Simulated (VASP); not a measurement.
All values below come from PW91 GGA, VASP's PBE PAW potentials (set 64) (plane waves; VASP 6.6.1).

A VASP calculation is set up with these files.

**POSCAR**
```
Al3Sc
1
    4.1094955351     0.0000000000    -0.0000000000
   -0.0000000000     4.1094955351     0.0000000000
   -0.0000000000     0.0000000000     4.1094955351
Sc Al
1 3
Direct
  0.0000000000   0.0000000000   0.0000000000
  0.0000000000   0.5000000000   0.5000000000
  0.5000000000   0.0000000000   0.5000000000
  0.5000000000   0.5000000000   0.0000000000
```

### INCAR
```
ALGO = Normal
EDIFF = 1E-7
ENCUT = 520
GGA = 91
ISIF = 2
ISMEAR = -5
LASPH = T
LCHARG = T
LEFG = T
LMAXMIX = 4
LORBIT = 11
LREAL = F
LWAVE = F
NEDOS = 601
NELM = 100
PREC = Accurate
SYSTEM = Al3Sc
```

### KPOINTS
```
K-points
0
gamma
8 8 8
0 0 0
```

POTCAR, in this order: Sc_sv Al (PBE.64 set). Program: vasp_std.

Output of the run:

File OUTCAR:
```
 ion  position               nearest neighbor table
   1  0.000  0.000  0.000-   2 2.91   3 2.91   4 2.91   2 2.91   3 2.91   2 2.91   4 2.91   2 2.91
                             3 2.91   4 2.91   3 2.91   4 2.91
   2  0.000  0.500  0.500-   1 2.91   3 2.91   4 2.91   1 2.91   4 2.91   1 2.91   3 2.91   1 2.91
                             3 2.91   4 2.91   4 2.91   3 2.91
   3  0.500  0.000  0.500-   1 2.91   2 2.91   4 2.91   1 2.91   4 2.91   2 2.91   4 2.91   4 2.91
                             1 2.91   2 2.91   1 2.91   2 2.91
   4  0.500  0.500  0.000-   1 2.91   2 2.91   3 2.91   2 2.91   3 2.91   1 2.91   3 2.91   3 2.91
                             1 2.91   2 2.91   2 2.91   1 2.91
  LATTYP: Found a simple cubic cell.
 ALAT       =     4.1094955351
 Subroutine PRICEL returns:
 Original cell was already a primitive cell.
 Subroutine GETGRP returns: Found 48 space group operations
The static configuration has the point symmetry O_h .
The dynamic configuration has the point symmetry O_h .
 Subroutine INISYM returns: Found 48 space group operations
 Subroutine IBZKPT returns following result:
 Found     35 irreducible k-points:

 Following reciprocal coordinates:
            Coordinates               Weight
  0.000000  0.000000  0.000000      1.000000
  0.125000  0.000000  0.000000      6.000000
  0.250000  0.000000  0.000000      6.000000
  0.375000  0.000000  0.000000      6.000000
  0.500000  0.000000  0.000000      3.000000
  0.125000  0.125000  0.000000     12.000000
  0.250000  0.125000  0.000000     24.000000
  0.375000  0.125000  0.000000     24.000000
  0.500000  0.125000  0.000000     12.000000
  0.250000  0.250000  0.000000     12.000000
  0.375000  0.250000  0.000000     24.000000
  0.500000  0.250000  0.000000     12.000000
  0.375000  0.375000  0.000000     12.000000
  0.500000  0.375000  0.000000     12.000000
  0.500000  0.500000  0.000000      3.000000
  0.125000  0.125000  0.125000      8.000000
  0.250000  0.125000  0.125000     24.000000
  0.375000  0.125000  0.125000     24.000000
...
```

File OSZICAR:
```
       N       E                     dE             d eps       ncg     rms          rms(c)
DAV:   1     0.117843183943E+03    0.11784E+03   -0.84312E+03   988   0.129E+03
DAV:   2    -0.111302770189E+02   -0.12897E+03   -0.12731E+03   980   0.360E+02
DAV:   3    -0.199427344570E+02   -0.88125E+01   -0.84708E+01  1550   0.775E+01
DAV:   4    -0.201134992653E+02   -0.17076E+00   -0.17030E+00  1400   0.107E+01
DAV:   5    -0.201180850246E+02   -0.45858E-02   -0.45796E-02  1422   0.182E+00    0.861E+00
DAV:   6    -0.191888292461E+02    0.92926E+00   -0.48504E+00  1630   0.255E+01    0.296E+00
DAV:   7    -0.191459279937E+02    0.42901E-01   -0.10038E-01  1344   0.297E+00    0.176E+00
DAV:   8    -0.191250789784E+02    0.20849E-01   -0.39491E-02  1486   0.180E+00    0.236E-01
DAV:   9    -0.191247953938E+02    0.28358E-03   -0.29419E-03  1292   0.632E-01    0.109E-01
DAV:  10    -0.191247113736E+02    0.84020E-04   -0.25482E-04  1658   0.186E-01    0.629E-02
DAV:  11    -0.191247462979E+02   -0.34924E-04   -0.39158E-05  1632   0.510E-02    0.515E-02
DAV:  12    -0.191247166720E+02    0.29626E-04   -0.77485E-05  1578   0.106E-01    0.472E-03
DAV:  13    -0.191247243557E+02   -0.76837E-05   -0.28136E-06  1546   0.190E-02    0.841E-04
DAV:  14    -0.191247225377E+02    0.18180E-05   -0.11277E-07   784   0.400E-03    0.433E-04
DAV:  15    -0.191247228590E+02   -0.32133E-06   -0.12741E-08   742   0.174E-03    0.305E-04
DAV:  16    -0.191247227155E+02    0.14352E-06   -0.63248E-09   688   0.109E-03    0.108E-04
DAV:  17    -0.191247228793E+02   -0.16381E-06   -0.37009E-09   682   0.961E-04    0.161E-04
DAV:  18    -0.191247228531E+02    0.26183E-07   -0.18287E-09   592   0.474E-04
   1 F= -.19124723E+02 E0= -.19124723E+02  d E =0.000000E+00
```

OUTCAR:
```
------------------------ aborting loop because EDIFF is reached ----------------------------------------
  FORCE on cell =-STRESS in cart. coord.  units (eV):
  Direction    XX          YY          ZZ          XY          YZ          ZX
  --------------------------------------------------------------------------------------
  Total       -0.0463706     -0.0463706     -0.0463706      0.0000000      0.0000000      0.0000000
  in kB       -1.0705021     -1.0705021     -1.0705021      0.0000000      0.0000000      0.0000000
  external PRESSURE =      -1.0705021 kB  Pullay stress =       0.0000000 kB
  volume of cell :       69.40
      direct lattice vectors                 reciprocal lattice vectors
     4.109495535  0.000000000  0.000000000     0.243338870  0.000000000  0.000000000
     0.000000000  4.109495535  0.000000000     0.000000000  0.243338870  0.000000000
     0.000000000  0.000000000  4.109495535     0.000000000  0.000000000  0.243338870
 POSITION                                       TOTAL-FORCE (eV/Angst)
 -----------------------------------------------------------------------------------
      0.00000      0.00000      0.00000         0.000000      0.000000      0.000000
      0.00000      2.05475      2.05475         0.000000      0.000000      0.000000
      2.05475      0.00000      2.05475         0.000000      0.000000      0.000000
      2.05475      2.05475      0.00000         0.000000      0.000000      0.000000
 -----------------------------------------------------------------------------------
    total drift:                                0.000000      0.000000      0.000000
  FREE ENERGIE OF THE ION-ELECTRON SYSTEM (eV)
  ---------------------------------------------------
  free  energy   TOTEN  =       -19.1247228531 eV

  energy  without entropy=      -19.1247228531  energy(sigma->0) =      -19.12472285

 total charge

# of ion       s       p       d       tot
------------------------------------------
    1        2.183   6.136   1.288   9.607
    2        0.418   0.376   0.000   0.794
    3        0.418   0.376   0.000   0.794
    4        0.418   0.376   0.000   0.794
--------------------------------------------------
tot          3.436   7.265   1.288  11.989

 Electric field gradients after diagonalization (V/A^2)
 (convention: |V_zz| > |V_xx| > |V_yy|)
----------------------------------------------------------------------
 ion       V_xx      V_yy      V_zz     asymmetry (V_yy - V_xx)/ V_zz
----------------------------------------------------------------------
   1      -0.000     0.000     0.000       0.161
   2     -10.140   -10.140    20.281       0.000
   3     -10.140   -10.140    20.281       0.000
   4     -10.140   -10.140    20.281       0.000
```
(Selected blocks of OUTCAR.)

For a metal the tetrahedron method with Blöchl corrections gives inexact stress and forces.

The compound is Al3Sc in the L1_2 structure. It was relaxed first.
